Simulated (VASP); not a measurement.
Input:

```
AlRu
1.0
    2.99000     0.00000     0.00000
    0.00000     2.99000     0.00000
    0.00000     0.00000     2.99000
Al Ru
1 1
Cartesian
  1.49500   1.49500   1.49500
  0.00000   0.00000   0.00000
```

Level of theory: LDA (Ceperley-Alder, Perdew-Zunger), VASP's LDA PAW potentials (set 64) (plane waves; VASP). Settings: 520 eV cut-off, 11×11×11 Γ-centred mesh, first-order Methfessel-Paxton smearing of 0.10 eV, potentials Al Ru_pv.

Energy and stress use the plane-wave basis of the starting cell.

Task: The ions, cell shape and volume are relaxed. What does this cell relax into?

Result: 
```
AlRu
1.0
    2.95611     0.00000     0.00000
    0.00000     2.95611     0.00000
    0.00000     0.00000     2.95611
Al Ru
1 1
Direct
  0.50000   0.50000   0.50000
  0.00000   0.00000   0.00000
```
Space group Pm-3m (221), at a tolerance of 0.03 Å.

Task: How do energy and volume change from the first to the last step?

Result: The energy (σ→0) changes by -10.5 meV/atom and the volume by -3.4 %, in 4 ionic steps.

| step | E(σ→0) (eV) | max force (eV/Å) | pressure (GPa) | volume (Å³) |
|---|---|---|---|---|
| 1 | -16.1528 | 0.000 | -7.32 | 26.73 |
| 2 | -16.1132 | 0.000 | 14.64 | 24.44 |
| 3 | -16.1739 | 0.000 | -0.14 | 25.85 |
| 4 | -16.1739 | 0.000 | 0.00 | 25.83 |

The compound is RuAl in the CsCl type structure. This run relaxes it. Symmetry was kept, so distortions that lower it aren't found. The electron count is odd and the run is not spin-polarised, which forces a metal.
